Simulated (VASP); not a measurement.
# InTeF: structure and properties in VASP, part 6 of 7

What structure does InTeF take at this level, and what are its properties? The cell is invented: it takes the structure of a Materials Project entry for YSF (space group 129 there), with some of its atoms replaced by other elements, volume scaled by an estimate. It may not be a known or stable phase.

VASP 6.6.1; r2SCAN; plane waves and PAW (Te, In_d, F); invented cell.

Still holding for the runs below: The k-mesh is coarse for a metal.

So far. Step 7 (Density of states (r2SCAN)): The finer mesh and the other smearing move the Fermi level by -0.10 eV from the 7×7×3 run, one measure of the sampling error in the zero of the bands above. Of the states within 0.3 eV of the Fermi level, the largest shares in the PAW spheres are Te p 41 % and In s 9 %. The rest lies in smaller channels or between the spheres. Step 8 (Vibrations at Γ (r2SCAN)): The three acoustic modes lie within 0.8 cm⁻¹ of zero, and all others are real.

## 9. Volume scan with r2SCAN

An equation of state needs energies on both sides of the minimum, all on one mesh and cutoff.

INCAR reads:

```
SYSTEM = InTeF
PREC = Accurate
ENCUT = 520
EDIFF = 1E-06
NELM = 100
ISMEAR = 0
SIGMA = 0.05
LREAL = .FALSE.
ALGO = Normal
METAGGA = R2SCAN
LASPH = .TRUE.
NBANDS = 32
LORBIT = 11
LWAVE = .FALSE.
LCHARG = .FALSE.
KPAR = 2
ISIF = 2
```

POSCAR reads:

```
InTeF
1.0
    3.7152383919      0.0000000000      0.0000000000
    0.0000000000      3.7152383919      0.0000000000
    0.0000000000      0.0000000000      8.8428518605
Te In F
2 2 2
Direct
    0.0000000000      0.5000000000      0.6779523072
    0.5000000000      0.0000000000      0.3220476928
    0.0000000000      0.5000000000      0.1676332449
    0.5000000000      0.0000000000      0.8323667551
    0.0000000000      0.0000000000      0.0000000000
    0.5000000000      0.5000000000      0.0000000000
```

KPOINTS reads:

```
Automatic mesh
0
Gamma
7 7 3
0 0 0
```

The projector-augmented-wave data sets are Te, In_d and F (PBE family, release 64).

Launch:

```bash
$ mpirun -np 2 vasp_std
```

What it wrote:

```text
[... set-up lines as in an earlier step ...]
 entering main loop
       N       E                     dE             d eps       ncg     rms          rms(c)
DAV:   1     0.459617133733E+03    0.45962E+03   -0.24414E+04  1288   0.190E+03
DAV:   2    -0.443306598579E+02   -0.50395E+03   -0.48549E+03  1368   0.492E+02
DAV:   3    -0.119255284864E+03   -0.74925E+02   -0.73370E+02  1648   0.192E+02
DAV:   4    -0.122126602870E+03   -0.28713E+01   -0.28669E+01  1480   0.394E+01
DAV:   5    -0.122246165982E+03   -0.11956E+00   -0.11953E+00  1888   0.785E+00    0.121E+01
DAV:   6    -0.109449078123E+03    0.12797E+02   -0.62633E+00  1904   0.427E+01    0.744E+00
DAV:   7    -0.109538349063E+03   -0.89271E-01   -0.17209E+00  1632   0.816E+00    0.381E+00
DAV:   8    -0.109563125903E+03   -0.24777E-01   -0.35692E-01  1952   0.571E+00    0.166E+00
DAV:   9    -0.109552805658E+03    0.10320E-01   -0.72829E-02  1856   0.206E+00    0.699E-01
DAV:  10    -0.109555068113E+03   -0.22625E-02   -0.20728E-02  1784   0.931E-01    0.330E-01
DAV:  11    -0.109554699973E+03    0.36814E-03   -0.60760E-03  1872   0.605E-01    0.142E-01
DAV:  12    -0.109554551291E+03    0.14868E-03   -0.62844E-04  1888   0.188E-01    0.397E-02
DAV:  13    -0.109554555265E+03   -0.39741E-05   -0.18497E-04  1640   0.855E-02    0.177E-02
DAV:  14    -0.109554551904E+03    0.33606E-05   -0.92191E-06  1776   0.231E-02    0.109E-02
DAV:  15    -0.109554550391E+03    0.15131E-05   -0.43179E-06  1536   0.132E-02    0.421E-03
DAV:  16    -0.109554550458E+03   -0.66295E-07   -0.45178E-07   896   0.658E-03
   1 F= -.10955455E+03 E0= -.10955301E+03  d E =-.307523E-02
```

Run time: 80 s. Hardware: 2 MPI ranks of Intel Xeon 6975P-C (Granite Rapids), shared host; peak memory 0.52 GiB; 2.4 min of CPU time.

OUTCAR, selected parts (step 9):

```text
   ENCUT  =  520.0 eV  38.22 Ry    6.18 a.u.   6.91  6.91 16.44*2*pi/ulx,y,z

   NELECT =      52.0000    total number of electrons

 E-fermi :   6.9336

 k-point     1 :       0.0000    0.0000    0.0000
  band No.  band energies     occupation
    ...
     22       5.1329      2.00000
     23       6.2065      2.00000
     24       6.2065      2.00000
     25       6.3777      2.00000
     26       6.3777      2.00000
     27       7.5767      0.00000
     28       8.6805      0.00000
     29      10.3194      0.00000
     30      11.8844      0.00000
     31      12.2306      0.00000
    ...

  Total        4.0840638      4.0840638      3.4479899      0.0000000      0.0000000      0.0000000
  in kB       53.6089591     53.6089591     45.2596140      0.0000000      0.0000000      0.0000000
  external PRESSURE =      50.8258441 kB  Pullay stress =       0.0000000 kB

 POSITION                                       TOTAL-FORCE (eV/Angst)
 -----------------------------------------------------------------------------------
      0.00000      1.85762      5.99503        -0.000000     -0.000000     -0.376031
      1.85762      0.00000      2.84782        -0.000000     -0.000000      0.376031
      0.00000      1.85762      1.48236        -0.000000     -0.000000      0.217243
      1.85762      0.00000      7.36050         0.000000     -0.000000     -0.217243
      0.00000      0.00000      0.00000        -0.000000      0.000000      0.000000
      1.85762      1.85762      0.00000        -0.000000     -0.000000      0.000000
 -----------------------------------------------------------------------------------
    total drift:                                0.000000      0.000000      0.000000

  FREE ENERGIE OF THE ION-ELECTRON SYSTEM (eV)
  ---------------------------------------------------
  free  energy   TOTEN  =      -109.5545504575 eV

  energy  without entropy=     -109.5514752265  energy(sigma->0) =     -109.55301284

[... 5 parts as in an earlier step ...]

[... 11 further parts left out ...]
```

The scan keeps the cell's shape and the fractional positions fixed.

This step gave:

```
SCF cycles              : 16
irreducible k-points    : 20
free energy (TOTEN)     : -109.5546 eV
energy at zero smearing : -109.5530 eV
Fermi energy            : 6.934 eV
pressure                : 5.083 GPa
```

Force by atom:

```csv
atom,x (eV/Å),y (eV/Å),z (eV/Å),size
Te1,0.000,0.000,-0.376,0.376
Te2,0.000,0.000,0.376,0.376
In3,0.000,0.000,0.217,0.217
In4,0.000,0.000,-0.217,0.217
F5,0.000,0.000,0.000,0.000
F6,0.000,0.000,0.000,0.000
```

The pressure here is 5.08 GPa.

## 10. Volume scan with r2SCAN (run 2)

INCAR is that of step 9.

POSCAR: that of step 9 with these lines changed.

```diff
@@ -2,5 +2,5 @@
 1.0
-    3.7152383919      0.0000000000      0.0000000000
-    0.0000000000      3.7152383919      0.0000000000
-    0.0000000000      0.0000000000      8.8428518605
+    3.7414029046      0.0000000000      0.0000000000
+    0.0000000000      3.7414029046      0.0000000000
+    0.0000000000      0.0000000000      8.9051275169
 Te In F
```

KPOINTS is that of step 9.

Launch:

```bash
$ mpirun -np 2 vasp_std
```

What it wrote:

```text
[... set-up lines as in an earlier step ...]
 entering main loop
       N       E                     dE             d eps       ncg     rms          rms(c)
DAV:   1     0.460484316473E+03    0.46048E+03   -0.24236E+04  1280   0.190E+03
DAV:   2    -0.418031047908E+02   -0.50229E+03   -0.48287E+03  1352   0.493E+02
DAV:   3    -0.119232290015E+03   -0.77429E+02   -0.75891E+02  1672   0.194E+02
DAV:   4    -0.122271658403E+03   -0.30394E+01   -0.30332E+01  1496   0.402E+01
DAV:   5    -0.122399219306E+03   -0.12756E+00   -0.12755E+00  1896   0.830E+00    0.117E+01
DAV:   6    -0.109516344301E+03    0.12883E+02   -0.63762E+00  1904   0.419E+01    0.720E+00
DAV:   7    -0.109602299876E+03   -0.85956E-01   -0.16372E+00  1592   0.790E+00    0.374E+00
DAV:   8    -0.109630915061E+03   -0.28615E-01   -0.32220E-01  1952   0.545E+00    0.160E+00
DAV:   9    -0.109621905823E+03    0.90092E-02   -0.71605E-02  1816   0.203E+00    0.670E-01
DAV:  10    -0.109624366706E+03   -0.24609E-02   -0.18499E-02  1752   0.867E-01    0.336E-01
DAV:  11    -0.109624056315E+03    0.31039E-03   -0.63230E-03  1872   0.613E-01    0.142E-01
DAV:  12    -0.109623862043E+03    0.19427E-03   -0.77501E-04  1872   0.208E-01    0.408E-02
DAV:  13    -0.109623864466E+03   -0.24237E-05   -0.22971E-04  1656   0.930E-02    0.211E-02
DAV:  14    -0.109623860359E+03    0.41074E-05   -0.11591E-05  1800   0.254E-02    0.106E-02
DAV:  15    -0.109623858860E+03    0.14983E-05   -0.47816E-06  1592   0.137E-02    0.371E-03
DAV:  16    -0.109623858909E+03   -0.48280E-07   -0.57637E-07   896   0.683E-03
   1 F= -.10962386E+03 E0= -.10962230E+03  d E =-.311184E-02
```

It took 79 s on 2 MPI ranks; peak memory 0.51 GiB.

Parts of OUTCAR (step 10):

```text
   ENCUT  =  520.0 eV  38.22 Ry    6.18 a.u.   6.96  6.96 16.56*2*pi/ulx,y,z

   NELECT =      52.0000    total number of electrons

 E-fermi :   6.6351

 k-point     1 :       0.0000    0.0000    0.0000
  band No.  band energies     occupation
    ...
     22       4.8394      2.00000
     23       5.9324      2.00000
     24       5.9324      2.00000
     25       6.1026      2.00000
     26       6.1026      2.00000
     27       7.2023      0.00000
     28       8.3407      0.00000
     29      10.0192      0.00000
     30      11.5667      0.00000
     31      11.9824      0.00000
    ...

  Total        2.6016699      2.6016699      2.2098854      0.0000000      0.0000000     -0.0000000
  in kB       33.4390299     33.4390299     28.4034594      0.0000000      0.0000000     -0.0000000
  external PRESSURE =      31.7605064 kB  Pullay stress =       0.0000000 kB

 POSITION                                       TOTAL-FORCE (eV/Angst)
 -----------------------------------------------------------------------------------
      0.00000      1.87070      6.03725         0.000000      0.000000     -0.236384
      1.87070      0.00000      2.86788         0.000000      0.000000      0.236384
      0.00000      1.87070      1.49280         0.000000      0.000000      0.139432
      1.87070      0.00000      7.41233        -0.000000      0.000000     -0.139432
      0.00000      0.00000      0.00000         0.000000      0.000000      0.000000
      1.87070      1.87070      0.00000        -0.000000     -0.000000      0.000000
 -----------------------------------------------------------------------------------
    total drift:                                0.000000      0.000000      0.000000

  FREE ENERGIE OF THE ION-ELECTRON SYSTEM (eV)
  ---------------------------------------------------
  free  energy   TOTEN  =      -109.6238589088 eV

  energy  without entropy=     -109.6207470704  energy(sigma->0) =     -109.62230299

[... 5 parts as in an earlier step ...]

[... 11 further parts left out ...]
```

Numbers from this step:

```yaml
free_energy_toten: -109.6239 eV
energy_at_zero_smearing: -109.6223 eV
fermi_energy: 6.635 eV
pressure: 3.176 GPa
```

Force by atom:

```csv
atom,x (eV/Å),y (eV/Å),z (eV/Å),size
Te1,0.000,0.000,-0.236,0.236
Te2,0.000,0.000,0.236,0.236
In3,0.000,0.000,0.139,0.139
In4,0.000,0.000,-0.139,0.139
F5,0.000,0.000,0.000,0.000
F6,0.000,0.000,0.000,0.000
```

The pressure falls from 5.08 to 3.18 GPa.

The run ends at a pressure of 3.18 GPa, with forces up to 0.24 eV/Å.

## 11. Volume scan with r2SCAN (run 3)

INCAR is that of step 10.

POSCAR: that of step 10 with these lines changed.

```diff
@@ -2,5 +2,5 @@
 1.0
-    3.7414029046      0.0000000000      0.0000000000
-    0.0000000000      3.7414029046      0.0000000000
-    0.0000000000      0.0000000000      8.9051275169
+    3.7672064987      0.0000000000      0.0000000000
+    0.0000000000      3.7672064987      0.0000000000
+    0.0000000000      0.0000000000      8.9665441302
 Te In F
```

KPOINTS is that of step 10.

Launch:

```bash
$ mpirun -np 2 vasp_std
```

What it wrote:

```text
[... set-up lines as in an earlier step ...]
 entering main loop
       N       E                     dE             d eps       ncg     rms          rms(c)
DAV:   1     0.456384122569E+03    0.45638E+03   -0.24213E+04  1280   0.189E+03
DAV:   2    -0.412122607675E+02   -0.49760E+03   -0.47995E+03  1344   0.491E+02
DAV:   3    -0.119034914728E+03   -0.77823E+02   -0.76313E+02  1640   0.194E+02
DAV:   4    -0.122388976044E+03   -0.33541E+01   -0.33289E+01  1480   0.408E+01
[...]
DAV:  14    -0.109663880210E+03    0.11065E-05   -0.64936E-06  1480   0.185E-02    0.107E-02
DAV:  15    -0.109663878334E+03    0.18758E-05   -0.54152E-06  1648   0.151E-02    0.397E-03
DAV:  16    -0.109663878398E+03   -0.64279E-07   -0.68006E-07   896   0.666E-03
   1 F= -.10966388E+03 E0= -.10966230E+03  d E =-.316039E-02
```

It took 81 s on 2 MPI ranks; peak memory 0.52 GiB; 2.4 min of CPU time.

Parts of OUTCAR (step 11):

```text
  Total        1.2344351      1.2344351      1.0627367      0.0000000      0.0000000      0.0000000
  in kB       15.5422865     15.5422865     13.3804991      0.0000000      0.0000000      0.0000000
  external PRESSURE =      14.8216907 kB  Pullay stress =       0.0000000 kB

 POSITION                                       TOTAL-FORCE (eV/Angst)
 -----------------------------------------------------------------------------------
      0.00000      1.88360      6.07889        -0.000000      0.000000     -0.108631
      1.88360      0.00000      2.88765         0.000000     -0.000000      0.108631
      0.00000      1.88360      1.50309        -0.000000      0.000000      0.066331
      1.88360      0.00000      7.46345         0.000000      0.000000     -0.066331
      0.00000      0.00000      0.00000         0.000000      0.000000      0.000000
      1.88360      1.88360      0.00000         0.000000     -0.000000      0.000000
 -----------------------------------------------------------------------------------
    total drift:                                0.000000      0.000000      0.000000

  FREE ENERGIE OF THE ION-ELECTRON SYSTEM (eV)
  ---------------------------------------------------
  free  energy   TOTEN  =      -109.6638783984 eV

  energy  without entropy=     -109.6607180046  energy(sigma->0) =     -109.66229820

[... 1 part as in an earlier step ...]

[... 2 further parts left out ...]
[key lines of the parts left out:]
E-fermi :   6.3479
```

The pressure falls from 3.18 to 1.48 GPa.

The run ends at a pressure of 1.48 GPa, with forces up to 0.11 eV/Å.

## 12. Volume scan with r2SCAN (run 4)

INCAR is that of step 11.

POSCAR: that of step 11 with these lines changed.

```diff
@@ -2,5 +2,5 @@
 1.0
-    3.7672064987      0.0000000000      0.0000000000
-    0.0000000000      3.7672064987      0.0000000000
-    0.0000000000      0.0000000000      8.9665441302
+    3.7926613688      0.0000000000      0.0000000000
+    0.0000000000      3.7926613688      0.0000000000
+    0.0000000000      0.0000000000      9.0271307257
 Te In F
```

KPOINTS is that of step 11.

Launch:

```bash
$ mpirun -np 2 vasp_std
```

What it wrote:

```text
[... set-up lines as in an earlier step ...]
 entering main loop
       N       E                     dE             d eps       ncg     rms          rms(c)
DAV:   1     0.448147346659E+03    0.44815E+03   -0.24131E+04  1280   0.187E+03
DAV:   2    -0.462282233620E+02   -0.49438E+03   -0.47596E+03  1368   0.484E+02
DAV:   3    -0.119608243737E+03   -0.73380E+02   -0.71953E+02  1664   0.190E+02
[... 1 cycle as in an earlier step ...]
DAV:   5    -0.122623676458E+03   -0.12255E+00   -0.12250E+00  1888   0.778E+00    0.111E+01
DAV:   6    -0.109567515427E+03    0.13056E+02   -0.66082E+00  1880   0.406E+01    0.682E+00
[... 1 cycle as in an earlier step ...]
DAV:   8    -0.109682052924E+03   -0.32645E-01   -0.27242E-01  1936   0.492E+00    0.153E+00
[... 2 cycles as in an earlier step ...]
DAV:  11    -0.109678176744E+03    0.24562E-03   -0.46158E-03  1904   0.523E-01    0.112E-01
DAV:  12    -0.109678045487E+03    0.13126E-03   -0.54818E-04  1864   0.174E-01    0.617E-02
DAV:  13    -0.109678035948E+03    0.95393E-05   -0.25666E-04  1776   0.975E-02    0.221E-02
DAV:  14    -0.109678031784E+03    0.41641E-05   -0.16221E-05  1824   0.288E-02    0.781E-03
DAV:  15    -0.109678031565E+03    0.21883E-06   -0.10478E-06  1080   0.668E-03
   1 F= -.10967803E+03 E0= -.10967642E+03  d E =-.322267E-02
```

The job ended after 66 s (2 MPI ranks; peak memory 0.52 GiB).

OUTCAR, selected parts (step 12):

```text
  Total       -0.0301774     -0.0301774     -0.0051911      0.0000000      0.0000000      0.0000000
  in kB       -0.3723529     -0.3723529     -0.0640514      0.0000000      0.0000000      0.0000000
  external PRESSURE =      -0.2695857 kB  Pullay stress =       0.0000000 kB

 POSITION                                       TOTAL-FORCE (eV/Angst)
 -----------------------------------------------------------------------------------
      0.00000      1.89633      6.11996         0.000000      0.000000      0.006312
      1.89633      0.00000      2.90717        -0.000000     -0.000000     -0.006312
      0.00000      1.89633      1.51325        -0.000000      0.000000     -0.002350
      1.89633      0.00000      7.51388         0.000000     -0.000000      0.002350
      0.00000      0.00000      0.00000        -0.000000     -0.000000      0.000000
      1.89633      1.89633      0.00000        -0.000000      0.000000      0.000000
 -----------------------------------------------------------------------------------
    total drift:                                0.000000      0.000000      0.000000

  FREE ENERGIE OF THE ION-ELECTRON SYSTEM (eV)
  ---------------------------------------------------
  free  energy   TOTEN  =      -109.6780315648 eV

  energy  without entropy=     -109.6748088947  energy(sigma->0) =     -109.67642023

[... 2 parts as in an earlier step ...]

[... 1 further part left out ...]
[key lines of the parts left out:]
E-fermi :   6.0714
```

The pressure falls from 1.48 to -0.03 GPa.

The run ends at a pressure of -0.03 GPa, with forces up to 0.0063 eV/Å.

## 13. Volume scan with r2SCAN (run 5)

INCAR is that of step 12.

POSCAR: that of step 12 with these lines changed.

```diff
@@ -2,5 +2,5 @@
 1.0
-    3.7926613688      0.0000000000      0.0000000000
-    0.0000000000      3.7926613688      0.0000000000
-    0.0000000000      0.0000000000      9.0271307257
+    3.8177790635      0.0000000000      0.0000000000
+    0.0000000000      3.8177790635      0.0000000000
+    0.0000000000      0.0000000000      9.0869147907
 Te In F
```

KPOINTS is that of step 12.

Launch:

```bash
$ mpirun -np 2 vasp_std
```

What it wrote:

```text
[... set-up lines as in an earlier step ...]
 entering main loop
       N       E                     dE             d eps       ncg     rms          rms(c)
DAV:   1     0.449898672937E+03    0.44990E+03   -0.24286E+04  1280   0.186E+03
DAV:   2    -0.431258567285E+02   -0.49302E+03   -0.47557E+03  1352   0.484E+02
DAV:   3    -0.119614971835E+03   -0.76489E+02   -0.74799E+02  1696   0.191E+02
DAV:   4    -0.122582548823E+03   -0.29676E+01   -0.29618E+01  1480   0.390E+01
[...]
DAV:  13    -0.109669021089E+03    0.54547E-05   -0.25391E-04  1720   0.965E-02    0.198E-02
DAV:  14    -0.109669015882E+03    0.52066E-05   -0.23390E-05  1864   0.352E-02    0.566E-03
DAV:  15    -0.109669015858E+03    0.23823E-07   -0.11702E-06  1104   0.719E-03
   1 F= -.10966902E+03 E0= -.10966737E+03  d E =-.330168E-02
```

It took 67 s on 2 MPI ranks; peak memory 0.53 GiB; 2.2 min of CPU time.

From OUTCAR (step 13):

```text
  Total       -1.1949141     -1.1949141     -0.9921417      0.0000000      0.0000000      0.0000000
  in kB      -14.4547053    -14.4547053    -12.0017967      0.0000000      0.0000000      0.0000000
  external PRESSURE =     -13.6370691 kB  Pullay stress =       0.0000000 kB

 POSITION                                       TOTAL-FORCE (eV/Angst)
 -----------------------------------------------------------------------------------
      0.00000      1.90889      6.16049         0.000000     -0.000000      0.111425
      1.90889      0.00000      2.92642         0.000000      0.000000     -0.111425
      0.00000      1.90889      1.52327         0.000000      0.000000     -0.066851
      1.90889      0.00000      7.56365        -0.000000      0.000000      0.066851
      0.00000      0.00000      0.00000         0.000000      0.000000      0.000000
      1.90889      1.90889      0.00000        -0.000000     -0.000000      0.000000
 -----------------------------------------------------------------------------------
    total drift:                                0.000000      0.000000      0.000000

  FREE ENERGIE OF THE ION-ELECTRON SYSTEM (eV)
  ---------------------------------------------------
  free  energy   TOTEN  =      -109.6690158584 eV

  energy  without entropy=     -109.6657141791  energy(sigma->0) =     -109.66736502

[... 1 part as in an earlier step ...]

[... 2 further parts left out ...]
[key lines of the parts left out:]
E-fermi :   5.8052
```

The pressure falls from -0.03 to -1.36 GPa.

The run ends at a pressure of -1.36 GPa, with forces up to 0.11 eV/Å.

(Continued in part 7 of 7.)

[Lines on the potential files, build, host, timing and source positions are cut from VASP's logs without a mark.]

[Logs are printed without paths, hosts, clocks, repeated set-up lines and the standing remarks that a program may print on its own settings, such as how far it seeks lower states.]

[Hosts, paths, dates, database ids (printed as entryN), source tags and the programs' standing remarks are cut or masked in the printed files.]

[A measured line is paired with the nearest computed mode of its activity, which favours agreement.]
